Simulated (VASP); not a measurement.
A run of VASP 6.6.1 is set up as follows.

Contents of POSCAR:

```
Li2EuIr2
1.0
    0.0000000000      3.9250472300      0.0000000000
    3.9250472300      0.0000000000      0.0000000000
    1.9625231200      1.9625231200     -4.8692161400
Eu Li Ir
1 2 2
Direct
    0.0000000000      0.0000000000      0.0000000000
    0.3739000000      0.3739000000      0.2522000000
    0.6261000000      0.6261000000      0.7478000000
    0.7500000000      0.2500000000      0.5000000000
    0.2500000000      0.7500000000      0.5000000000
```

INCAR.step1

```
SYSTEM = Li2EuIr2
  PREC = Accurate
  ENCUT = 520
  ISMEAR = -5
  SIGMA = 0.1
  LREAL = .FALSE.
  LASPH = .TRUE.
  NELM = 100
  LMAXMIX = 6
  NBANDS = 28
  GGA = PE
  ALGO = Normal
  EDIFF = 1E-4
  LWAVE = .TRUE.
  LCHARG = .FALSE.
```

File INCAR.step2:

```
SYSTEM = Li2EuIr2
  PREC = Accurate
  ENCUT = 520
  EDIFF = 1E-6
  ISMEAR = -1
  SIGMA = 0.1
  LREAL = .FALSE.
  LASPH = .TRUE.
  NELM = 100
  ALGO = Normal
  ISIF = 2
  LWAVE = .FALSE.
  LCHARG = .FALSE.
  LMAXMIX = 6
  METAGGA = R2SCAN
  LMIXTAU = .TRUE.
  LORBIT = 11
  NBANDS = 28
  ISTART = 1
```

KPOINTS

```
regular mesh
0
G
  6 6 6
  0 0 0
```

Potentials or basis: VASP PAW PBE potentials, release 64 (Eu, Li_sv, Ir).

Launch:

```bash
$ cat potpaw_PBE.64/Eu/POTCAR potpaw_PBE.64/Li_sv/POTCAR potpaw_PBE.64/Ir/POTCAR > POTCAR
$ cp INCAR.step1 INCAR
$ mpirun -np 1 vasp_std > vasp.out
$ cp INCAR.step2 INCAR
$ mpirun -np 1 vasp_std > vasp.out
```

**Question.** Estimate the largest force.

**Answer.** 0.820 eV/Å.

**Question.** What does it give for the band gap on the k mesh?

**Answer.** None (metal or under the smearing width).

Forces on the atoms (eV/Å):
```
Eu   0.000  0.000  0.000
Li   0.000  0.000  0.820
Li   0.000  0.000 -0.820
Ir   0.000  0.000  0.000
Ir   0.000  0.000  0.000
```

Caveat: the PAW data sets were made with another functional, which shifts forces and pressure a little; without U or exact exchange the open f shell lies at the Fermi level, which spoils levels, moments and volumes. Spin polarisation is off, so any magnetic state and its effect on volume and gap are missing.
